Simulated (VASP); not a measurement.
Output of a VASP run:

File OSZICAR:
```
...
DAV:  13    -0.471276897971E+02   -0.17360E-02   -0.37247E-03  4738   0.506E-01    0.384E-02
DAV:  14    -0.471280659120E+02   -0.37611E-03   -0.42088E-04  5074   0.168E-01    0.143E-02
DAV:  15    -0.471280686848E+02   -0.27728E-05   -0.21044E-05  5224   0.312E-02    0.620E-03
DAV:  16    -0.471280778656E+02   -0.91808E-05   -0.42908E-06  4201   0.155E-02    0.285E-03
DAV:  17    -0.471280792776E+02   -0.14120E-05   -0.16164E-06  3346   0.113E-02    0.141E-03
DAV:  18    -0.471280806763E+02   -0.13986E-05   -0.12432E-07  2453   0.353E-03    0.566E-04
DAV:  19    -0.471280800028E+02    0.67349E-06   -0.51574E-08  2376   0.192E-03
   1 F= -.47128080E+02 E0= -.47128604E+02  d E =-.471281E+02  mag=    -0.0000
       N       E                     dE             d eps       ncg     rms          rms(c)
DAV:   1    -0.473894854397E+02   -0.26140E+00   -0.52437E+00  4962   0.272E+01    0.561E+00
DAV:   2    -0.472243628615E+02    0.16512E+00   -0.32095E+00  5178   0.154E+01    0.257E+00
DAV:   3    -0.471282653966E+02    0.96097E-01   -0.50687E-01  5196   0.540E+00    0.548E-01
DAV:   4    -0.471257211344E+02    0.25443E-02   -0.22725E-02  4904   0.102E+00    0.211E-01
DAV:   5    -0.471256845807E+02    0.36554E-04   -0.45459E-03  5202   0.626E-01    0.188E-01
DAV:   6    -0.471239728743E+02    0.17117E-02   -0.50846E-03  4794   0.611E-01    0.402E-02
DAV:   7    -0.471260876209E+02   -0.21147E-02   -0.98504E-04  4556   0.265E-01    0.211E-02
DAV:   8    -0.471257804972E+02    0.30712E-03   -0.33234E-05  5186   0.491E-02    0.885E-03
DAV:   9    -0.471260968887E+02   -0.31639E-03   -0.33640E-05  5069   0.412E-02    0.564E-03
DAV:  10    -0.471260204301E+02    0.76459E-04   -0.26495E-06  3868   0.161E-02    0.205E-03
DAV:  11    -0.471260614245E+02   -0.40994E-04   -0.21473E-07  2348   0.488E-03    0.154E-03
DAV:  12    -0.471259920112E+02    0.69413E-04   -0.51120E-07  2376   0.592E-03    0.494E-04
DAV:  13    -0.471260091761E+02   -0.17165E-04   -0.82000E-08  2278   0.274E-03    0.119E-04
DAV:  14    -0.471260091433E+02    0.32797E-07   -0.14453E-08  2292   0.798E-04
   2 F= -.47126009E+02 E0= -.47126591E+02  d E =0.207086E-02  mag=    -0.0000
       N       E                     dE             d eps       ncg     rms          rms(c)
DAV:   1    -0.472140711449E+02   -0.88062E-01   -0.16720E+00  4896   0.152E+01    0.321E+00
DAV:   2    -0.471570324828E+02    0.57039E-01   -0.92203E-01  5196   0.832E+00    0.139E+00
DAV:   3    -0.471317053645E+02    0.25327E-01   -0.13426E-01  5208   0.289E+00    0.323E-01
DAV:   4    -0.471308970283E+02    0.80834E-03   -0.66540E-03  4682   0.625E-01    0.135E-01
DAV:   5    -0.471302271035E+02    0.66992E-03   -0.10747E-03  5064   0.305E-01    0.102E-01
DAV:   6    -0.471306944140E+02   -0.46731E-03   -0.18010E-03  4724   0.357E-01    0.224E-02
DAV:   7    -0.471308025926E+02   -0.10818E-03   -0.37499E-04  4514   0.156E-01    0.133E-02
DAV:   8    -0.471309402444E+02   -0.13765E-03   -0.15874E-05  5256   0.376E-02    0.402E-03
DAV:   9    -0.471308468591E+02    0.93385E-04   -0.41766E-06  4082   0.167E-02    0.184E-03
DAV:  10    -0.471308697933E+02   -0.22934E-04   -0.19300E-07  2348   0.469E-03    0.910E-04
DAV:  11    -0.471308443449E+02    0.25448E-04   -0.18028E-07  2292   0.443E-03    0.876E-04
DAV:  12    -0.471308680589E+02   -0.23714E-04   -0.83040E-08  2243   0.297E-03    0.176E-04
DAV:  13    -0.471308653244E+02    0.27346E-05   -0.42610E-09  2243   0.518E-04    0.819E-05
DAV:  14    -0.471308657980E+02   -0.47364E-06   -0.87757E-10  2229   0.233E-04
   3 F= -.47130866E+02 E0= -.47131413E+02  d E =-.278580E-02  mag=    -0.0000
```

### OUTCAR
```
------------------------ aborting loop because EDIFF is reached ----------------------------------------
  FORCE on cell =-STRESS in cart. coord.  units (eV):
  Direction    XX          YY          ZZ          XY          YZ          ZX
  --------------------------------------------------------------------------------------
  Total        0.0291061      0.0291061     -0.0536648      0.0000000      0.0000000     -0.0000000
  in kB        0.9021568      0.9021569     -1.6633649      0.0000000      0.0000000     -0.0000000
  external PRESSURE =       0.0469829 kB  Pullay stress =       0.0000000 kB
  volume of cell :       51.69
      direct lattice vectors                 reciprocal lattice vectors
     2.770749304  0.000000000 -0.000000000     0.360913201  0.208373324  0.000000000
    -1.385374652  2.399539399  0.000000000    -0.000000000  0.416746648  0.000000000
     0.000000000  0.000000000  7.774764163     0.000000000 -0.000000000  0.128621265
 POSITION                                       TOTAL-FORCE (eV/Angst)
 -----------------------------------------------------------------------------------
      0.00000      0.00000     -0.00000         0.000000     -0.000000     -0.000000
     -1.38537      2.39954      3.88738         0.000000     -0.000000     -0.000000
     -0.00000      1.59969      1.94369        -0.000000      0.000000      0.000000
      1.38538      0.79985      5.83107        -0.000000     -0.000000      0.000000
 -----------------------------------------------------------------------------------
    total drift:                               -0.000000      0.000000      0.000000
  FREE ENERGIE OF THE ION-ELECTRON SYSTEM (eV)
  ---------------------------------------------------
  free  energy   TOTEN  =       -47.1308657980 eV

  energy  without entropy=      -47.1325066099  energy(sigma->0) =      -47.13141274

 total charge

# of ion       s       p       d       tot
------------------------------------------
    1        2.267   6.253   3.127  11.647
    2        2.267   6.253   3.127  11.647
    3        0.764   0.898   0.000   1.662
    4        0.764   0.898   0.000   1.662
--------------------------------------------------
tot          6.062  14.302   6.254  26.619

 magnetization (x)

# of ion       s       p       d       tot
------------------------------------------
    1       -0.000  -0.000  -0.000  -0.000
    2       -0.000  -0.000  -0.000  -0.000
    3        0.000   0.000   0.000   0.000
    4        0.000   0.000   0.000   0.000
--------------------------------------------------
tot          0.000   0.000  -0.000  -0.000

 reached required accuracy - stopping structural energy minimisation
```
(Selected blocks of OUTCAR.)

POSCAR:
```
VSi
1
    2.7628692417    -0.0000000000     0.0000000000
   -1.3814346208     2.3927150639    -0.0000000000
   -0.0000000000     0.0000000000     7.7469546691
V Si
2 2
Direct
  0.0000000000   0.0000000000   0.0000000000
  0.0000000000   0.0000000000   0.5000000000
  0.3333330000   0.6666670000   0.2500000000
  0.6666670000   0.3333330000   0.7500000000
```

Write an INCAR and KPOINTS that could have produced this output.

Several could match; the one computed here: the input of the run itself, r2SCAN meta-GGA, plane waves, VASP's PBE PAW potentials (set 64).

KPOINTS:
```
Regular mesh
0
gamma
 11 11 4
0 0 0
```

### INCAR
```
ALGO=Normal
EDIFF=1E-6
EDIFFG=-0.02
ENCUT=400
IBRION=2
ISIF=3
ISMEAR=1
ISPIN=2
LASPH=.TRUE.
LCHARG=.FALSE.
LMAXMIX=4
LMIXTAU=.TRUE.
LORBIT=10
LREAL=.FALSE.
LWAVE=.FALSE.
MAGMOM=2*2.0 2*0.0
METAGGA=R2SCAN
NELM=100
NSW=60
PREC=Accurate
SIGMA=0.1
SYSTEM=VSi
```

POTCAR, in this order: V_sv Si (PBE.64 set). Program: vasp_std.

The structure was generated: VSi was put into the NiAs type type (P6_3/mmc), which need not be its known phase. This run relaxes it. Symmetry was kept, so distortions that lower it aren't found. The start is the result of an earlier pass.
